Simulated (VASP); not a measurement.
Given:

```yaml
crystal:
  lattice:
    - [0.00000, 2.42036, 2.42036]
    - [2.42036, 0.00000, 2.42036]
    - [2.42036, 2.42036, 0.00000]
  atoms:
    - { symbol: Be, position: [0.00000, 0.00000, 0.00000] }
    - { symbol: S, position: [0.25000, 0.25000, 0.25000] }
```

Computed with PBEsol GGA, VASP's PBE PAW potentials (set 64) (plane waves; VASP). Run with 400 eV cut-off, 9×9×9 Γ-centred mesh, Gaussian smearing of 0.010 eV, potentials Be S.

Question: Give the electronic dielectric tensor ε∞ (DFPT, local fields included).

Answer: 
```
5.40  0.00  0.00
0.00  5.40  0.00
0.00  0.00  5.40
```

Question: Give the Born effective charges.

Answer: 
```csv
atom,Z*xx,Z*yy,Z*zz,mean
Be1,1.59,1.59,1.59,1.59
S2,-1.59,-1.59,-1.59,-1.59
```

The compound is BeS in the zinc blende structure. It was relaxed first.
